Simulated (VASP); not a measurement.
# MgBe3 (P6_3/mmc) in VASP: settings compared

One crystal, MgBe3, is run at these levels: BEEF-vdW, rev-vdW-DF2; tasks: optical spectrum, core levels.

All numbers are computed with VASP 6.6.1; they aren't measurements. Logs are shortened: lines on timing, memory, paths and dates and some standing lists are left out, and cuts for length are marked.

### Step 1. Starting point

The structure is hexagonal, space group P6_3/mmc (No. 194). The conventional cell has a = 5.468 Å, b = 5.468 Å, c = 3.628 Å, α = 90.00°, β = 90.00°, γ = 120.00°. Around Mg (site symmetry -6m2) lie 12 Be at 2.63 to 2.75 Å. Be (site symmetry mm2) has 6 Be at 2.16 to 2.20 Å as nearest neighbours.

The cell comes from a database or a generator and needn't be the stable form of this composition.

### Step 2. Optical spectrum, BEEF-vdW

Input file INCAR:

```
SYSTEM = MgBe3
PREC = Accurate
ENCUT = 520
EDIFF = 1E-6
ISMEAR = -5
SIGMA = 0.05
LREAL = .FALSE.
LASPH = .TRUE.
NELM = 80
ALGO = Normal
ISIF = 2
LWAVE = .FALSE.
LCHARG = .FALSE.
GGA = BF
LUSE_VDW = .TRUE.
ZAB_VDW = -1.8867
LOPTICS = .TRUE.
NBANDS = 44
NEDOS = 1000
CSHIFT = 0.1
```

Input file MgBe3.cif:

```cif
data_MgBe3
_cell_length_a 5.46760233
_cell_length_b 5.46760233
_cell_length_c 3.62789100
_cell_angle_alpha 90.00000000
_cell_angle_beta 90.00000000
_cell_angle_gamma 120.00000000
_space_group_name_H-M_alt 'P6_3/mmc'
_space_group_name_Hall '-P 6c 2c'
_space_group_IT_number 194
loop_
_space_group_symop_operation_xyz
'x,y,z'
'-x,-y,-z'
'x-y,x,z+1/2'
'-x+y,-x,-z+1/2'
'-y,x-y,z'
'y,-x+y,-z'
'-x,-y,z+1/2'
'x,y,-z+1/2'
'-x+y,-x,z'
'x-y,x,-z'
'y,-x+y,z+1/2'
'-y,x-y,-z+1/2'
'-y,-x,-z+1/2'
'y,x,z+1/2'
'-x,-x+y,-z'
'x,x-y,z'
'-x+y,y,-z+1/2'
'x-y,-y,z+1/2'
'y,x,-z'
'-y,-x,z'
'x,x-y,-z+1/2'
'-x,-x+y,z+1/2'
'x-y,-y,-z'
'-x+y,y,z'
loop_
_atom_site_label
_atom_site_type_symbol
_atom_site_symmetry_multiplicity
_atom_site_Wyckoff_symbol
_atom_site_fract_x
_atom_site_fract_y
_atom_site_fract_z
_atom_site_occupancy
Mg1 Mg 2 d 0.6666666667 0.3333333333 0.2500000000 1
Be1 Be 6 h 0.7367060101 0.8683530050 0.2500000000 1
```

Input file KPOINTS:

```
Automatic mesh
0
G
  6 6 7
  0 0 0
```

Input file POSCAR:

```
Mg Be
 1.0000000000000000
     5.4676023300000001    0.0000000000000000    0.0000000000000000
    -2.7338011649999987    4.7350825155709879    0.0000000000000000
     0.0000000000000000    0.0000000000000000    3.6278910000000000
 Mg  Be 
   2   6
Cartesian
  2.7338011652733800  1.5783608383658267  0.9069727500000000
 -0.0000000002733790  3.1567216772051614  2.7209182500000000
  1.6541110406475141  4.1117231313190263  0.9069727500000000
  1.0796901243524872  0.6233593842519612  2.7209182500000000
  2.7338011652733809  3.4883637475405740  2.7209182500000000
 -0.0000000002733798  1.2467187680304141  0.9069727500000000
 -1.6541110403741317  4.1117231317925347  0.9069727500000000
  4.3879122053741328  0.6233593837784529  2.7209182500000000
```

Potentials or basis: VASP PAW PBE potentials, release 64 (Mg_pv, Be_sv).

Run with:

```console
$ ase convert -i cif -o vasp MgBe3.cif POSCAR
$ cat potpaw_PBE.64/Mg_pv/POTCAR potpaw_PBE.64/Be_sv/POTCAR > POTCAR
$ mpirun -np 1 vasp_std > vasp.out
```

OUTCAR:

```text
SYSTEM = MgBe3
   PREC = Accurate
   ENCUT = 520
   EDIFF = 1E-6
   ISMEAR = -5
   LREAL = .FALSE.
   LASPH = .TRUE.
   NELM = 80
   ISIF = 2
   GGA = BF

 ion  position               nearest neighbor table
   1  0.667  0.333  0.250-
   2  0.333  0.667  0.750-
   3  0.737  0.868  0.250-   7 2.16   6 2.16   5 2.20   5 2.20   8 2.20   8 2.20
   4  0.263  0.132  0.750-   8 2.16   5 2.16   6 2.20   6 2.20   7 2.20   7 2.20
   5  0.868  0.737  0.750-   4 2.16   8 2.16   3 2.20   3 2.20   7 2.20   7 2.20
   6  0.132  0.263  0.250-   3 2.16   7 2.16   4 2.20   4 2.20   8 2.20   8 2.20
   7  0.132  0.868  0.250-   3 2.16   6 2.16   5 2.20   4 2.20   4 2.20   5 2.20
   8  0.868  0.132  0.750-   4 2.16   5 2.16   3 2.20   6 2.20   3 2.20   6 2.20

  LATTYP: Found a hexagonal cell.
 ALAT       =     5.4676023300
 C/A-ratio  =     0.6635250300

  Lattice vectors:

 A1 = (   5.4676023300,   0.0000000000,   0.0000000000)
 A2 = (  -2.7338011650,   4.7350825156,   0.0000000000)
 A3 = (   0.0000000000,   0.0000000000,   3.6278910000)

Analysis of symmetry for initial positions (statically):
=====================================================================
 Subroutine PRICEL returns:
 Original cell was already a primitive cell.

 Routine SETGRP: Setting up the symmetry group for a
 hexagonal supercell.

 Subroutine GETGRP returns: Found 24 space group operations
 (whereof 12 operations were pure point group operations)
 out of a pool of 24 trial point group operations.

The static configuration has the point symmetry D_3d.
 The point group associated with its full space group is D_6h.

Analysis of symmetry for dynamics (positions and initial velocities):
=====================================================================
 Subroutine PRICEL returns:
 Original cell was already a primitive cell.

 Routine SETGRP: Setting up the symmetry group for a
 hexagonal supercell.

 Subroutine GETGRP returns: Found 24 space group operations
 (whereof 12 operations were pure point group operations)
 out of a pool of 24 trial point group operations.

The dynamic configuration has the point symmetry D_3d.
 The point group associated with its full space group is D_6h.

 Subroutine INISYM returns: Found 24 space group operations
 (whereof 12 operations are pure point group operations),
 and found     1 'primitive' translations

----------------------------------------------------------------------------------------

                                     Primitive cell

  volume of cell :      93.9245

  direct lattice vectors                    reciprocal lattice vectors
     5.467602330  0.000000000  0.000000000     0.182895525  0.105594781  0.000000000
    -2.733801165  4.735082516  0.000000000     0.000000000  0.211189561  0.000000000
     0.000000000  0.000000000  3.627891000     0.000000000  0.000000000  0.275642240

  length of vectors
     5.467602330  5.467602330  3.627891000     0.211189561  0.211189561  0.275642240

  position of ions in fractional coordinates (direct lattice)
     0.666666667  0.333333333  0.250000000
     0.333333333  0.666666667  0.750000000
     0.736706010  0.868353005  0.250000000
     0.263293990  0.131646995  0.750000000
     0.868353005  0.736706010  0.750000000
     0.131646995  0.263293990  0.250000000
     0.131646995  0.868353005  0.250000000
     0.868353005  0.131646995  0.750000000

  ion indices of the primitive-cell ions
   primitive index   ion index
                 1           1
                 2           2
                 3           3
                 4           4
                 5           5
                 6           6
                 7           7
                 8           8

----------------------------------------------------------------------------------------

 KPOINTS: Automatic mesh

Automatic generation of k-mesh.
 Grid dimensions read from file:
 generate k-points for:    6    6    7

 Generating k-lattice:

  Cartesian coordinates                     Fractional coordinates (reciprocal lattice)
     0.030482588  0.017599130  0.000000000     0.166666667 -0.000000000  0.000000000
     0.000000000  0.035198260  0.000000000     0.000000000  0.166666667  0.000000000
     0.000000000  0.000000000  0.039377463     0.000000000  0.000000000  0.142857143

  Length of vectors
     0.035198260  0.035198260  0.039377463

  Shift w.r.t. Gamma in fractional coordinates (k-lattice)
     0.000000000  0.000000000  0.000000000

 TETIRR: Found    232 inequivalent tetrahedra from     1512

 Subroutine IBZKPT returns following result:
 ===========================================

 Found     28 irreducible k-points:

 Following reciprocal coordinates:
            Coordinates               Weight
  0.000000  0.000000  0.000000      1.000000
  0.166667  0.000000  0.000000      6.000000
  0.333333  0.000000  0.000000      6.000000
  0.500000 -0.000000  0.000000      3.000000
  0.166667  0.166667  0.000000      6.000000
  0.333333  0.166667  0.000000     12.000000
[... 16 lines left out ...]
  0.166667  0.000000  0.428571     12.000000
  0.333333  0.000000  0.428571     12.000000
 [... further k-points ...]
   k-points           NKPTS =     28   k-points in BZ     NKDIM =     28   number of bands    NBANDS=     44
   number of dos      NEDOS =   1000   number of ions     NIONS =      8
   total plane-waves  NPLWV =  49392
   dimension x,y,z NGX =    42 NGY =   42 NGZ =   28
   dimension x,y,z NGXF=    84 NGYF=   84 NGZF=   56
   ions per type =               2   6
   NGX,Y,Z   is equivalent  to a cutoff of  12.77, 12.77, 12.83 a.u.
   NGXF,Y,Z  is equivalent  to a cutoff of  25.54, 25.54, 25.66 a.u.
 SYSTEM =  MgBe3
   PREC   = accura    normal or accurate (medium, high low for compatibility)
   ISTART =      0    job   : 0-new  1-cont  2-samecut
   ICHARG =      2    charge: 1-file 2-atom 10-const
   ISPIN  =      1    spin polarized calculation?
   LNONCOLLINEAR =      F non collinear calculations
   LSORBIT =      F    spin-orbit coupling
   LASPH  =      T    aspherical Exc in radial PAW
   ENCUT  =  520.0 eV  38.22 Ry    6.18 a.u.  10.17 10.17  6.75*2*pi/ulx,y,z
   NELM   =     80;   NELMIN=  2; NELMDL= -5     # of ELM steps
   EDIFF  = 0.1E-05   stopping-criterion for ELM
   LREAL  =      F    real-space projection
   EDIFFG = 0.1E-04   stopping-criterion for IOM
   NSW    =      0    number of steps for IOM
   IBRION =     -1    ionic relax: 0-MD 1-quasi-New 2-CG
   NFREE  =      0    steps in history (QN), initial steepest desc. (CG)
   ISIF   =      2    stress and relaxation
   ISYM   =      2    0-nonsym 1-usesym 2-fastsym
   POTIM  = 0.5000    time-step for ionic-motion
   TEBEG  =    0.0;   TEEND  =   0.0 temperature during run
   PSTRESS=    0.0 pullay stress
   NELECT =      40.0000    total number of electrons
   NUPDOWN=      -1.0000    fix difference up-down
   EMIN   =  10.00;   EMAX   =-10.00  energy-range for DOS
   EFERMI =   0.00;   METHOD = LEGACY
   ISMEAR =    -5;   SIGMA  =   0.05  broadening in eV -4-tet -1-fermi 0-gaus
   EFERMI_NEDOS =   21; number of points for ismear=-14 and -15
   IALGO  =     38    algorithm
   IMIX   =      4    mixing-type and parameters
     AMIX     =   0.40;   BMIX     =  1.00
     AMIX_MAG =   1.60;   BMIX_MAG =  1.00
  volume/ion in A,a.u.               =      11.74        79.23
  Fermi-wavevector in a.u.,A,eV,Ry     =   1.231691  2.327559 20.640907  1.517064
  Thomas-Fermi vector in A             =   2.366491
   LORBIT       =      0    0 simple, 1 ext, 2 COOP (PROOUT), +10 PAW based schemes
   GGA     = BF    functional components
   LHFCALC =     F    Hartree Fock is set to
   AEXX    =    0.0000 exact exchange contribution
   IVDW_NL    =     1    kernel type
   BPARAM     = 6.3000
   IVDW    =     0    specifies the selected vdW correction
   LEPSILON=     F    determine dielectric tensor
   LRPA    =     F    only Hartree local field effects (RPA)
 non-spin polarized calculation
 Fermi weights with tetrahedron method with Bloechl corrections
  energy-cutoff  :      520.00
  volume of cell :       93.92
 maximum number of plane-waves:      2564
 NGX is ok and might be reduce to    42
   NGX = 21   NGY = 21   NGZ = 13

 number of electron      39.9999947 magnetization

 Free energy of the ion-electron system (eV)
  ---------------------------------------------------
  ext. energy  EPLUGINS =         0.00000000
  ---------------------------------------------------
  free energy    TOTEN  =       -12.82698417 eV

  energy without entropy =      -12.82698417  energy(sigma->0) =      -12.82698417

 E-fermi :   3.4788     XC(G=0): -10.4638

 val. band max:        3.3699697134   @ k =   0.1667   0.0000   0.4286
 cond. band min:       3.5141323405   @ k =   0.3333   0.1667   0.2857
 fundamental gap:      0.1441626271
 Fermi energy:         3.4787972255

 k-point     1 :       0.0000    0.0000    0.0000
  band No.  band energies     occupation
      1     -98.2744      2.00000
      2     -98.2621      2.00000
      3     -98.2620      2.00000
      4     -98.2575      2.00000
      5     -98.2540      2.00000
      6     -98.2540      2.00000
[... 24 lines left out ...]
     31       9.8411      0.00000
     32      10.1000      0.00000

 k-point     2 :       0.1667    0.0000    0.0000
  band No.  band energies     occupation
      1     -98.2743      2.00000
      2     -98.2622      2.00000
      3     -98.2621      2.00000
      4     -98.2575      2.00000
      5     -98.2540      2.00000
      6     -98.2539      2.00000
[... 24 lines left out ...]
     31      10.2727      0.00000
     32      10.7104      0.00000

 k-point     3 :       0.3333    0.0000    0.0000
  band No.  band energies     occupation
      1     -98.2745      2.00000
      2     -98.2624      2.00000
      3     -98.2623      2.00000
      4     -98.2576      2.00000
      5     -98.2540      2.00000
      6     -98.2539      2.00000
[... 24 lines left out ...]
     31      11.1919      0.00000
     32      11.5146      0.00000

 k-point     4 :       0.5000   -0.0000    0.0000
  band No.  band energies     occupation
      1     -98.2749      2.00000
      2     -98.2626      2.00000
      3     -98.2625      2.00000
      4     -98.2578      2.00000
      5     -98.2540      2.00000
      6     -98.2539      2.00000
[... 654 lines left out ...]
     31      12.6076      0.00000
     32      12.7711      0.00000

 k-point    23 :       0.1667    0.0000    0.4286
  band No.  band energies     occupation
      1     -98.2680      2.00000
      2     -98.2642      2.00000
      3     -98.2590      2.00000
      4     -98.2589      2.00000
      5     -98.2572      2.00000
      6     -98.2571      2.00000
[... 24 lines left out ...]
     31      12.5523      0.00000
     32      13.2154      0.00000

 k-point    24 :       0.3333    0.0000    0.4286
  band No.  band energies     occupation
      1     -98.2680      2.00000
      2     -98.2642      2.00000
      3     -98.2590      2.00000
      4     -98.2589      2.00000
      5     -98.2572      2.00000
      6     -98.2571      2.00000
[... 24 lines left out ...]
     31      12.7898      0.00000
     32      12.7917      0.00000

 [... further k-points ...]

 [bands above 32 left out]

------------------------ aborting loop because EDIFF is reached ----------------------------------------

  FORCE on cell =-STRESS in cart. coord.  units (eV):
  Direction    XX          YY          ZZ          XY          YZ          ZX
  --------------------------------------------------------------------------------------
  -------------------------------------------------------------------------------------
  Total       -0.0848359     -0.0848359     -0.3061281      0.0000000      0.0000000     -0.0000000
  in kB       -1.4471427     -1.4471427     -5.2219778      0.0000000      0.0000000     -0.0000000
  external PRESSURE =      -2.7054211 kB  Pullay stress =       0.0000000 kB

 VOLUME and BASIS-vectors are now :
 -----------------------------------------------------------------------------
  energy-cutoff  :      520.00
  volume of cell :       93.92
      direct lattice vectors                 reciprocal lattice vectors
     5.467602330  0.000000000  0.000000000     0.182895525  0.105594781  0.000000000
    -2.733801165  4.735082516  0.000000000     0.000000000  0.211189561  0.000000000
     0.000000000  0.000000000  3.627891000     0.000000000  0.000000000  0.275642240

 POSITION                                       TOTAL-FORCE (eV/Angst)
 -----------------------------------------------------------------------------------
      2.73380      1.57836      0.90697         0.000000     -0.000000      0.000000
     -0.00000      3.15672      2.72092         0.000000     -0.000000      0.000000
      1.65411      4.11172      0.90697        -0.049932     -0.028828      0.000000
      1.07969      0.62336      2.72092         0.049932      0.028828      0.000000
      2.73380      3.48836      2.72092        -0.000000     -0.057656     -0.000000
     -0.00000      1.24672      0.90697         0.000000      0.057656      0.000000
     -1.65411      4.11172      0.90697         0.049932     -0.028828      0.000000
      4.38791      0.62336      2.72092        -0.049932      0.028828     -0.000000
 -----------------------------------------------------------------------------------
    total drift:                                0.000000     -0.000000      0.000000

  FREE ENERGIE OF THE ION-ELECTRON SYSTEM (eV)
  ---------------------------------------------------
  free  energy   TOTEN  =       -12.8269841671 eV

  energy  without entropy=      -12.8269841671  energy(sigma->0) =      -12.82698417

Total vdW correction in eV:      6.8644655
```

Run time: 2.1 min. Hardware: 1 thread of Intel Xeon Platinum 8488C (Sapphire Rapids), shared host; peak memory 0.53 GiB.

What came out:

| Property | Result |
| --- | --- |
| Free energy | -12.8270 eV |
| Pressure | -0.3 GPa |
| Largest force | 0.058 eV/Å |
| Band gap on the k mesh | none (metal or under the smearing width) |

Forces on the atoms (eV/Å):
```
Mg   0.000  0.000  0.000
Mg   0.000  0.000  0.000
Be  -0.050 -0.029  0.000
Be   0.050  0.029  0.000
Be   0.000 -0.058  0.000
Be   0.000  0.058  0.000
Be   0.050 -0.029  0.000
Be  -0.050  0.029  0.000
```

Caveat: the PAW data sets were made with another functional, which shifts forces and pressure a little; tetrahedron occupations give inexact forces and stress in metals.

[end of part 1 of 2]
